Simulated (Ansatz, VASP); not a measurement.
# Cross-check of Sn between VASP and Ansatz, part 4 of 4

Aim: how closely do two programs agree when they are given the same cell, functional and k mesh? Of the first pair: The structure shown is the end of the Ansatz relaxation below.

VASP 6.6.1 and Ansatz 0.2.0.

So far. Step 3 (VASP: single point, PBEsol): The run ends at a pressure of -0.85 GPa, with forces up to 5.4e-4 eV/Å.

## (6) VASP: zone-centre phonons, PBEsol

Level of this step: PBEsol; plane waves and PAW (Sn_d) (VASP).

The same cell, functional, mesh and smearing now go to VASP, with its own data sets.

Contents of INCAR:

```
SYSTEM = Sn
PREC = Accurate
ENCUT = 500
EDIFF = 1E-08
NELM = 120
ISMEAR = 0
SIGMA = 0.015
LREAL = .FALSE.
ALGO = Normal
GGA = PS
NBANDS = 20
LORBIT = 11
LWAVE = .FALSE.
LCHARG = .FALSE.
ISIF = 2
ISYM = 2
IBRION = 8
LASPH = .TRUE.
GGA_COMPAT = .FALSE.
KPAR = 2
```

Contents of POSCAR:

```
Sn
1.0
   -0.0012676404      3.1561952839      3.1561952839
    3.1561952839     -0.0012676404      3.1561952839
    3.1561952839      3.1561952839     -0.0012676404
Sn
2
Direct
    0.4999342612      0.4999342612      0.4999342612
    0.7500657388      0.7500657388      0.7500657388
```

Contents of KPOINTS:

```
Points of the shifted mesh
1728
Reciprocal
 0.0416666667  0.0416666667  0.0416666667 1
 0.0416666667  0.0416666667  0.1250000000 1
 0.0416666667  0.0416666667  0.2083333333 1
 0.0416666667  0.0416666667  0.2916666667 1
 0.0416666667  0.0416666667  0.3750000000 1
 0.0416666667  0.0416666667  0.4583333333 1
 0.0416666667  0.0416666667  0.5416666667 1
 0.0416666667  0.0416666667  0.6250000000 1
 0.0416666667  0.0416666667  0.7083333333 1
 0.0416666667  0.0416666667  0.7916666667 1
 0.0416666667  0.0416666667  0.8750000000 1
 0.0416666667  0.0416666667  0.9583333333 1
 0.0416666667  0.1250000000  0.0416666667 1
 0.0416666667  0.1250000000  0.1250000000 1
 0.0416666667  0.1250000000  0.2083333333 1
 0.0416666667  0.1250000000  0.2916666667 1
 0.0416666667  0.1250000000  0.3750000000 1
 0.0416666667  0.1250000000  0.4583333333 1
 0.0416666667  0.1250000000  0.5416666667 1
 0.0416666667  0.1250000000  0.6250000000 1
 0.0416666667  0.1250000000  0.7083333333 1
 0.0416666667  0.1250000000  0.7916666667 1
 0.0416666667  0.1250000000  0.8750000000 1
 0.0416666667  0.1250000000  0.9583333333 1
 0.0416666667  0.2083333333  0.0416666667 1
 0.0416666667  0.2083333333  0.1250000000 1
 0.0416666667  0.2083333333  0.2083333333 1
 0.0416666667  0.2083333333  0.2916666667 1
 0.0416666667  0.2083333333  0.3750000000 1
 0.0416666667  0.2083333333  0.4583333333 1
 0.0416666667  0.2083333333  0.5416666667 1
 0.0416666667  0.2083333333  0.6250000000 1
 0.0416666667  0.2083333333  0.7083333333 1
 0.0416666667  0.2083333333  0.7916666667 1
 0.0416666667  0.2083333333  0.8750000000 1
 0.0416666667  0.2083333333  0.9583333333 1
 0.0416666667  0.2916666667  0.0416666667 1
 0.0416666667  0.2916666667  0.1250000000 1
 0.0416666667  0.2916666667  0.2083333333 1
 0.0416666667  0.2916666667  0.2916666667 1
 0.0416666667  0.2916666667  0.3750000000 1
 0.0416666667  0.2916666667  0.4583333333 1
 0.0416666667  0.2916666667  0.5416666667 1
 0.0416666667  0.2916666667  0.6250000000 1
 0.0416666667  0.2916666667  0.7083333333 1
 0.0416666667  0.2916666667  0.7916666667 1
 0.0416666667  0.2916666667  0.8750000000 1
 0.0416666667  0.2916666667  0.9583333333 1
 0.0416666667  0.3750000000  0.0416666667 1
 0.0416666667  0.3750000000  0.1250000000 1
 0.0416666667  0.3750000000  0.2083333333 1
 0.0416666667  0.3750000000  0.2916666667 1
 0.0416666667  0.3750000000  0.3750000000 1
 0.0416666667  0.3750000000  0.4583333333 1
 0.0416666667  0.3750000000  0.5416666667 1
 0.0416666667  0.3750000000  0.6250000000 1
 0.0416666667  0.3750000000  0.7083333333 1
 0.0416666667  0.3750000000  0.7916666667 1
 0.0416666667  0.3750000000  0.8750000000 1
 0.0416666667  0.3750000000  0.9583333333 1
 0.0416666667  0.4583333333  0.0416666667 1
 0.0416666667  0.4583333333  0.1250000000 1
 0.0416666667  0.4583333333  0.2083333333 1
 0.0416666667  0.4583333333  0.2916666667 1
 0.0416666667  0.4583333333  0.3750000000 1
 0.0416666667  0.4583333333  0.4583333333 1
 0.0416666667  0.4583333333  0.5416666667 1
 0.0416666667  0.4583333333  0.6250000000 1
 0.0416666667  0.4583333333  0.7083333333 1
 0.0416666667  0.4583333333  0.7916666667 1
 0.0416666667  0.4583333333  0.8750000000 1
 0.0416666667  0.4583333333  0.9583333333 1
 0.0416666667  0.5416666667  0.0416666667 1
 0.0416666667  0.5416666667  0.1250000000 1
 0.0416666667  0.5416666667  0.2083333333 1
 0.0416666667  0.5416666667  0.2916666667 1
 0.0416666667  0.5416666667  0.3750000000 1
 0.0416666667  0.5416666667  0.4583333333 1
 0.0416666667  0.5416666667  0.5416666667 1
 0.0416666667  0.5416666667  0.6250000000 1
 0.0416666667  0.5416666667  0.7083333333 1
 0.0416666667  0.5416666667  0.7916666667 1
 0.0416666667  0.5416666667  0.8750000000 1
 0.0416666667  0.5416666667  0.9583333333 1
 0.0416666667  0.6250000000  0.0416666667 1
 0.0416666667  0.6250000000  0.1250000000 1
 0.0416666667  0.6250000000  0.2083333333 1
 0.0416666667  0.6250000000  0.2916666667 1
 0.0416666667  0.6250000000  0.3750000000 1
 0.0416666667  0.6250000000  0.4583333333 1
 0.0416666667  0.6250000000  0.5416666667 1
 0.0416666667  0.6250000000  0.6250000000 1
 0.0416666667  0.6250000000  0.7083333333 1
 0.0416666667  0.6250000000  0.7916666667 1
 0.0416666667  0.6250000000  0.8750000000 1
 0.0416666667  0.6250000000  0.9583333333 1
 0.0416666667  0.7083333333  0.0416666667 1
 0.0416666667  0.7083333333  0.1250000000 1
 0.0416666667  0.7083333333  0.2083333333 1
 0.0416666667  0.7083333333  0.2916666667 1
 0.0416666667  0.7083333333  0.3750000000 1
 0.0416666667  0.7083333333  0.4583333333 1
 0.0416666667  0.7083333333  0.5416666667 1
 0.0416666667  0.7083333333  0.6250000000 1
 0.0416666667  0.7083333333  0.7083333333 1
 0.0416666667  0.7083333333  0.7916666667 1
 0.0416666667  0.7083333333  0.8750000000 1
 0.0416666667  0.7083333333  0.9583333333 1
 0.0416666667  0.7916666667  0.0416666667 1
 0.0416666667  0.7916666667  0.1250000000 1
 0.0416666667  0.7916666667  0.2083333333 1
 0.0416666667  0.7916666667  0.2916666667 1
[... 1390 lines left out ...]
 0.8750000000  0.4583333333  0.1250000000 1
 0.8750000000  0.4583333333  0.2083333333 1
 0.8750000000  0.4583333333  0.2916666667 1
 0.8750000000  0.4583333333  0.3750000000 1
 0.8750000000  0.4583333333  0.4583333333 1
 0.8750000000  0.4583333333  0.5416666667 1
 0.8750000000  0.4583333333  0.6250000000 1
 0.8750000000  0.4583333333  0.7083333333 1
 0.8750000000  0.4583333333  0.7916666667 1
 0.8750000000  0.4583333333  0.8750000000 1
 0.8750000000  0.4583333333  0.9583333333 1
 0.8750000000  0.5416666667  0.0416666667 1
 0.8750000000  0.5416666667  0.1250000000 1
 0.8750000000  0.5416666667  0.2083333333 1
 0.8750000000  0.5416666667  0.2916666667 1
 0.8750000000  0.5416666667  0.3750000000 1
 0.8750000000  0.5416666667  0.4583333333 1
 0.8750000000  0.5416666667  0.5416666667 1
 0.8750000000  0.5416666667  0.6250000000 1
 0.8750000000  0.5416666667  0.7083333333 1
 0.8750000000  0.5416666667  0.7916666667 1
 0.8750000000  0.5416666667  0.8750000000 1
 0.8750000000  0.5416666667  0.9583333333 1
 0.8750000000  0.6250000000  0.0416666667 1
 0.8750000000  0.6250000000  0.1250000000 1
 0.8750000000  0.6250000000  0.2083333333 1
 0.8750000000  0.6250000000  0.2916666667 1
 0.8750000000  0.6250000000  0.3750000000 1
 0.8750000000  0.6250000000  0.4583333333 1
 0.8750000000  0.6250000000  0.5416666667 1
 0.8750000000  0.6250000000  0.6250000000 1
 0.8750000000  0.6250000000  0.7083333333 1
 0.8750000000  0.6250000000  0.7916666667 1
 0.8750000000  0.6250000000  0.8750000000 1
 0.8750000000  0.6250000000  0.9583333333 1
 0.8750000000  0.7083333333  0.0416666667 1
 0.8750000000  0.7083333333  0.1250000000 1
 0.8750000000  0.7083333333  0.2083333333 1
 0.8750000000  0.7083333333  0.2916666667 1
 0.8750000000  0.7083333333  0.3750000000 1
 0.8750000000  0.7083333333  0.4583333333 1
 0.8750000000  0.7083333333  0.5416666667 1
 0.8750000000  0.7083333333  0.6250000000 1
 0.8750000000  0.7083333333  0.7083333333 1
 0.8750000000  0.7083333333  0.7916666667 1
 0.8750000000  0.7083333333  0.8750000000 1
 0.8750000000  0.7083333333  0.9583333333 1
 0.8750000000  0.7916666667  0.0416666667 1
 0.8750000000  0.7916666667  0.1250000000 1
 0.8750000000  0.7916666667  0.2083333333 1
 0.8750000000  0.7916666667  0.2916666667 1
 0.8750000000  0.7916666667  0.3750000000 1
 0.8750000000  0.7916666667  0.4583333333 1
 0.8750000000  0.7916666667  0.5416666667 1
 0.8750000000  0.7916666667  0.6250000000 1
 0.8750000000  0.7916666667  0.7083333333 1
 0.8750000000  0.7916666667  0.7916666667 1
 0.8750000000  0.7916666667  0.8750000000 1
 0.8750000000  0.7916666667  0.9583333333 1
 0.8750000000  0.8750000000  0.0416666667 1
 0.8750000000  0.8750000000  0.1250000000 1
 0.8750000000  0.8750000000  0.2083333333 1
 0.8750000000  0.8750000000  0.2916666667 1
 0.8750000000  0.8750000000  0.3750000000 1
 0.8750000000  0.8750000000  0.4583333333 1
 0.8750000000  0.8750000000  0.5416666667 1
 0.8750000000  0.8750000000  0.6250000000 1
 0.8750000000  0.8750000000  0.7083333333 1
 0.8750000000  0.8750000000  0.7916666667 1
 0.8750000000  0.8750000000  0.8750000000 1
 0.8750000000  0.8750000000  0.9583333333 1
 0.8750000000  0.9583333333  0.0416666667 1
 0.8750000000  0.9583333333  0.1250000000 1
 0.8750000000  0.9583333333  0.2083333333 1
 0.8750000000  0.9583333333  0.2916666667 1
 0.8750000000  0.9583333333  0.3750000000 1
 0.8750000000  0.9583333333  0.4583333333 1
 0.8750000000  0.9583333333  0.5416666667 1
 0.8750000000  0.9583333333  0.6250000000 1
 0.8750000000  0.9583333333  0.7083333333 1
 0.8750000000  0.9583333333  0.7916666667 1
 0.8750000000  0.9583333333  0.8750000000 1
 0.8750000000  0.9583333333  0.9583333333 1
 0.9583333333  0.0416666667  0.0416666667 1
 0.9583333333  0.0416666667  0.1250000000 1
 0.9583333333  0.0416666667  0.2083333333 1
 0.9583333333  0.0416666667  0.2916666667 1
 0.9583333333  0.0416666667  0.3750000000 1
 0.9583333333  0.0416666667  0.4583333333 1
 0.9583333333  0.0416666667  0.5416666667 1
 0.9583333333  0.0416666667  0.6250000000 1
 0.9583333333  0.0416666667  0.7083333333 1
 0.9583333333  0.0416666667  0.7916666667 1
 0.9583333333  0.0416666667  0.8750000000 1
 0.9583333333  0.0416666667  0.9583333333 1
 0.9583333333  0.1250000000  0.0416666667 1
 0.9583333333  0.1250000000  0.1250000000 1
 0.9583333333  0.1250000000  0.2083333333 1
 0.9583333333  0.1250000000  0.2916666667 1
 0.9583333333  0.1250000000  0.3750000000 1
 0.9583333333  0.1250000000  0.4583333333 1
 0.9583333333  0.1250000000  0.5416666667 1
 0.9583333333  0.1250000000  0.6250000000 1
 0.9583333333  0.1250000000  0.7083333333 1
 0.9583333333  0.1250000000  0.7916666667 1
 0.9583333333  0.1250000000  0.8750000000 1
 0.9583333333  0.1250000000  0.9583333333 1
 0.9583333333  0.2083333333  0.0416666667 1
 0.9583333333  0.2083333333  0.1250000000 1
 0.9583333333  0.2083333333  0.2083333333 1
 0.9583333333  0.2083333333  0.2916666667 1
 0.9583333333  0.2083333333  0.3750000000 1
 0.9583333333  0.2083333333  0.4583333333 1
 0.9583333333  0.2083333333  0.5416666667 1
 0.9583333333  0.2083333333  0.6250000000 1
 0.9583333333  0.2083333333  0.7083333333 1
 0.9583333333  0.2083333333  0.7916666667 1
 0.9583333333  0.2083333333  0.8750000000 1
 0.9583333333  0.2083333333  0.9583333333 1
 0.9583333333  0.2916666667  0.0416666667 1
 0.9583333333  0.2916666667  0.1250000000 1
 0.9583333333  0.2916666667  0.2083333333 1
 0.9583333333  0.2916666667  0.2916666667 1
 0.9583333333  0.2916666667  0.3750000000 1
 0.9583333333  0.2916666667  0.4583333333 1
 0.9583333333  0.2916666667  0.5416666667 1
 0.9583333333  0.2916666667  0.6250000000 1
 0.9583333333  0.2916666667  0.7083333333 1
 0.9583333333  0.2916666667  0.7916666667 1
 0.9583333333  0.2916666667  0.8750000000 1
 0.9583333333  0.2916666667  0.9583333333 1
 0.9583333333  0.3750000000  0.0416666667 1
 0.9583333333  0.3750000000  0.1250000000 1
 0.9583333333  0.3750000000  0.2083333333 1
 0.9583333333  0.3750000000  0.2916666667 1
 0.9583333333  0.3750000000  0.3750000000 1
 0.9583333333  0.3750000000  0.4583333333 1
 0.9583333333  0.3750000000  0.5416666667 1
 0.9583333333  0.3750000000  0.6250000000 1
 0.9583333333  0.3750000000  0.7083333333 1
 0.9583333333  0.3750000000  0.7916666667 1
 0.9583333333  0.3750000000  0.8750000000 1
 0.9583333333  0.3750000000  0.9583333333 1
 0.9583333333  0.4583333333  0.0416666667 1
 0.9583333333  0.4583333333  0.1250000000 1
 0.9583333333  0.4583333333  0.2083333333 1
 0.9583333333  0.4583333333  0.2916666667 1
 0.9583333333  0.4583333333  0.3750000000 1
 0.9583333333  0.4583333333  0.4583333333 1
 0.9583333333  0.4583333333  0.5416666667 1
 0.9583333333  0.4583333333  0.6250000000 1
 0.9583333333  0.4583333333  0.7083333333 1
 0.9583333333  0.4583333333  0.7916666667 1
 0.9583333333  0.4583333333  0.8750000000 1
 0.9583333333  0.4583333333  0.9583333333 1
 0.9583333333  0.5416666667  0.0416666667 1
 0.9583333333  0.5416666667  0.1250000000 1
 0.9583333333  0.5416666667  0.2083333333 1
 0.9583333333  0.5416666667  0.2916666667 1
 0.9583333333  0.5416666667  0.3750000000 1
 0.9583333333  0.5416666667  0.4583333333 1
 0.9583333333  0.5416666667  0.5416666667 1
 0.9583333333  0.5416666667  0.6250000000 1
 0.9583333333  0.5416666667  0.7083333333 1
 0.9583333333  0.5416666667  0.7916666667 1
 0.9583333333  0.5416666667  0.8750000000 1
 0.9583333333  0.5416666667  0.9583333333 1
 0.9583333333  0.6250000000  0.0416666667 1
 0.9583333333  0.6250000000  0.1250000000 1
 0.9583333333  0.6250000000  0.2083333333 1
 0.9583333333  0.6250000000  0.2916666667 1
 0.9583333333  0.6250000000  0.3750000000 1
 0.9583333333  0.6250000000  0.4583333333 1
 0.9583333333  0.6250000000  0.5416666667 1
 0.9583333333  0.6250000000  0.6250000000 1
 0.9583333333  0.6250000000  0.7083333333 1
 0.9583333333  0.6250000000  0.7916666667 1
 0.9583333333  0.6250000000  0.8750000000 1
 0.9583333333  0.6250000000  0.9583333333 1
 0.9583333333  0.7083333333  0.0416666667 1
 0.9583333333  0.7083333333  0.1250000000 1
 0.9583333333  0.7083333333  0.2083333333 1
 0.9583333333  0.7083333333  0.2916666667 1
 0.9583333333  0.7083333333  0.3750000000 1
 0.9583333333  0.7083333333  0.4583333333 1
 0.9583333333  0.7083333333  0.5416666667 1
 0.9583333333  0.7083333333  0.6250000000 1
 0.9583333333  0.7083333333  0.7083333333 1
 0.9583333333  0.7083333333  0.7916666667 1
 0.9583333333  0.7083333333  0.8750000000 1
 0.9583333333  0.7083333333  0.9583333333 1
 0.9583333333  0.7916666667  0.0416666667 1
 0.9583333333  0.7916666667  0.1250000000 1
 0.9583333333  0.7916666667  0.2083333333 1
 0.9583333333  0.7916666667  0.2916666667 1
 0.9583333333  0.7916666667  0.3750000000 1
 0.9583333333  0.7916666667  0.4583333333 1
 0.9583333333  0.7916666667  0.5416666667 1
 0.9583333333  0.7916666667  0.6250000000 1
 0.9583333333  0.7916666667  0.7083333333 1
 0.9583333333  0.7916666667  0.7916666667 1
 0.9583333333  0.7916666667  0.8750000000 1
 0.9583333333  0.7916666667  0.9583333333 1
 0.9583333333  0.8750000000  0.0416666667 1
 0.9583333333  0.8750000000  0.1250000000 1
 0.9583333333  0.8750000000  0.2083333333 1
 0.9583333333  0.8750000000  0.2916666667 1
 0.9583333333  0.8750000000  0.3750000000 1
 0.9583333333  0.8750000000  0.4583333333 1
 0.9583333333  0.8750000000  0.5416666667 1
 0.9583333333  0.8750000000  0.6250000000 1
 0.9583333333  0.8750000000  0.7083333333 1
 0.9583333333  0.8750000000  0.7916666667 1
 0.9583333333  0.8750000000  0.8750000000 1
 0.9583333333  0.8750000000  0.9583333333 1
 0.9583333333  0.9583333333  0.0416666667 1
 0.9583333333  0.9583333333  0.1250000000 1
 0.9583333333  0.9583333333  0.2083333333 1
 0.9583333333  0.9583333333  0.2916666667 1
 0.9583333333  0.9583333333  0.3750000000 1
 0.9583333333  0.9583333333  0.4583333333 1
 0.9583333333  0.9583333333  0.5416666667 1
 0.9583333333  0.9583333333  0.6250000000 1
 0.9583333333  0.9583333333  0.7083333333 1
 0.9583333333  0.9583333333  0.7916666667 1
 0.9583333333  0.9583333333  0.8750000000 1
 0.9583333333  0.9583333333  0.9583333333 1
```

The projector-augmented-wave data sets are Sn_d (PBE family, release 64).

Started as:

```sh
$ mpirun -np 2 vasp_std
```

Numbers of over 12 decimals in the logs are rounded to 6 here.

Log:

```text
[banner, memory and clock lines left out]
running    2 mpi-ranks, on    1 nodes
[...]
[... a notice as in an earlier step ...]

 LDA part: xc-table for (Slater+PW92), standard interpolation
 POSCAR, INCAR and KPOINTS ok, starting setup
[...]
entering main loop
       N       E                     dE             d eps       ncg     rms          rms(c)
DAV:   1     0.222098545144E+03    0.22210E+03   -0.14796E+04 69616   0.206E+03
DAV:   2     0.146819450825E+02   -0.20742E+03   -0.20362E+03 69372   0.446E+02
DAV:   3    -0.775977398392E+01   -0.22442E+02   -0.22297E+02 78704   0.142E+02
DAV:   4    -0.846305055100E+01   -0.70328E+00   -0.70293E+00 78900   0.283E+01
[...]
DAV:  13    -0.835528860574E+01    0.37718E-07   -0.10764E-08 61744   0.801E-04    0.111E-04
DAV:  14    -0.835528862617E+01   -0.20422E-07   -0.14080E-09 44300   0.452E-04    0.160E-05
DAV:  15    -0.835528862638E+01   -0.21600E-09   -0.38276E-10 40928   0.256E-04
   1 F= -.83552886E+01 E0= -.83552886E+01  d E =-.581673E-07
 Linear response reoptimize wavefunctions to high precision
DAV:   1    -0.835528862837E+01   -0.19872E-08   -0.21788E-10 41964   0.200E-04
DAV:   2    -0.835528862839E+01   -0.19099E-10   -0.10032E-10 39352   0.108E-04
 Linear response DOF=           1
 Linear response progress:
  Degree of freedom:   1/  1
       N       E                     dE             d eps       ncg     rms          rms(c)
RMM:   1    -0.213636454494E+00   -0.21364E+00    0.63184E-01 86528   0.104E+01
RMM:   2    -0.220283468351E+00   -0.66470E-02   -0.20382E-02120968   0.122E+00    0.771E-02
RMM:   3    -0.220474483569E+00   -0.19102E-03   -0.17105E-03126956   0.334E-01    0.368E-02
RMM:   4    -0.220402462137E+00    0.72021E-04   -0.12186E-04126688   0.102E-01    0.113E-02
[...]
RMM:  14    -0.220399610287E+00    0.18297E-07    0.10052E-08135610   0.291E-05    0.147E-06
RMM:  15    -0.220399591743E+00    0.18543E-07    0.67041E-09125088   0.242E-05    0.181E-07
RMM:  16    -0.220399590163E+00    0.15804E-08    0.22732E-09 92197   0.212E-05    0.123E-07
 first order change of Fermi-energy   0.11234E+01
 force on displaced ion       1 direction 1 :  -9.867  -0.000  -0.000
 Linear response finished
```

From OUTCAR (step 6):

```text
  Total        2.1947432      2.1947432      2.1947432      0.0010154      0.0010154      0.0010154
  in kB       55.8870426     55.8870426     55.8870426      0.0258575      0.0258575      0.0258575
  external PRESSURE =      55.8870426 kB  Pullay stress =       0.0000000 kB

 POSITION                                       TOTAL-FORCE (eV/Angst)
 -----------------------------------------------------------------------------------
      3.15515      3.15515      3.15515         0.000435      0.000435      0.000435
      4.73376      4.73376      4.73376        -0.000435     -0.000435     -0.000435
 -----------------------------------------------------------------------------------
    total drift:                               -0.000000     -0.000000     -0.000000

[... 1 part as in an earlier step ...]

[... 1 further part left out ...]
```

## (7) Side by side

Both answers:

| quantity | Ansatz | VASP | difference |
| --- | --- | --- | --- |
| optical mode 1 to 3 (cm⁻¹) | 212.5 | 212.6 | -0.07 % |

Modes are paired by rising frequency, not by their patterns, so a pair may set unlike modes beside each other; they are those without the splitting of longitudinal modes.

## (8) Summary of results

```yaml
difference_in_pressure_single_point_pbesol: 0.060 GPa
r_m_s_difference_of_the_optical_zone_centre_modes_each_program_s_sorted_by_frequency_zone_centre_phonons_pbesol: 0.15 cm⁻¹
```

The difference in pressure is 0.060 GPa (single point, PBEsol), within the 1 GPa picked in this series as the mark of a large difference. Such differences can come from data sets, numerical settings and the points named under the comparisons, not from the functional's error against experiment.

[Lines on the potential files, build, host, timing and source positions are cut from VASP's logs without a mark.]

[Logs are printed without paths, hosts, clocks, repeated set-up lines and the standing remarks that a program may print on its own settings, such as how far it seeks lower states.]

[Hosts, paths, dates, database ids (printed as entryN), source tags and the programs' standing remarks are cut or masked in the printed files.]
